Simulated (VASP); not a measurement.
Calculation: optB88-vdW, VASP's PBE PAW potentials (set 64) (plane waves; VASP 6.6.1).

Input for VASP

### INCAR
```
SYSTEM  =  Cd
PREC  =  Accurate; ENCUT  =  520; LREAL  =  .FALSE.
LASPH  =  .TRUE.
EDIFF  =  1E-7; NELM  =  100; ALGO  =  Normal
LMAXMIX  =  4
ISMEAR  =  -5
GGA  =  BO; LUSE_VDW  =  .TRUE.; AGGAC  =  0.0
PARAM1  =  0.1833333333; PARAM2  =  0.22
ISIF  =  2
LWAVE  =  .FALSE.; LCHARG  =  .TRUE.; LORBIT  =  11
NEDOS  =  601
```

**KPOINTS**
```
Automatic mesh
0
Gamma
16 16 7
0 0 0
```

File POSCAR:
```
Cd
1.0
  1.4971070758  -2.5930658199   0.0000000000
  1.4971070758   2.5930658199   0.0000000000
  0.0000000000   0.0000000000   5.9129367518
Cd
2
direct
  0.3333330000   0.6666670000   0.2500000000
  0.6666670000   0.3333330000   0.7500000000
```

POTCAR, in this order: Cd (PBE.64 set). Program: vasp_std.

Question: Predict the energy per atom (σ→0), band gap (on the k-mesh).

Answer: 
| Quantity | Result |
|---|---|
| energy per atom (σ→0) | 2.521 eV/atom |
| band gap (on the k-mesh) | none (metal, semimetal or under 0.01 eV) |

OSZICAR:
```
...
DAV:   7     0.504273976911E+01    0.72556E-02   -0.25106E-02  4280   0.154E+00    0.148E+00
DAV:   8     0.504305763560E+01    0.31787E-03   -0.32859E-03  4144   0.787E-01    0.790E-02
DAV:   9     0.504301232819E+01   -0.45307E-04   -0.51558E-05  4936   0.807E-02    0.306E-02
DAV:  10     0.504298237859E+01   -0.29950E-04   -0.55060E-05  4160   0.732E-02    0.323E-03
DAV:  11     0.504298178636E+01   -0.59223E-06   -0.68817E-08  3968   0.299E-03    0.156E-03
DAV:  12     0.504298137422E+01   -0.41214E-06   -0.15277E-07  3192   0.323E-03    0.104E-04
DAV:  13     0.504298143614E+01    0.61919E-07   -0.24628E-09  2264   0.677E-04
   1 F= 0.50429814E+01 E0= 0.50429814E+01  d E =0.000000E+00
```

The compound is Cd in the hcp structure. It was relaxed first, which changed the volume by +6 %.
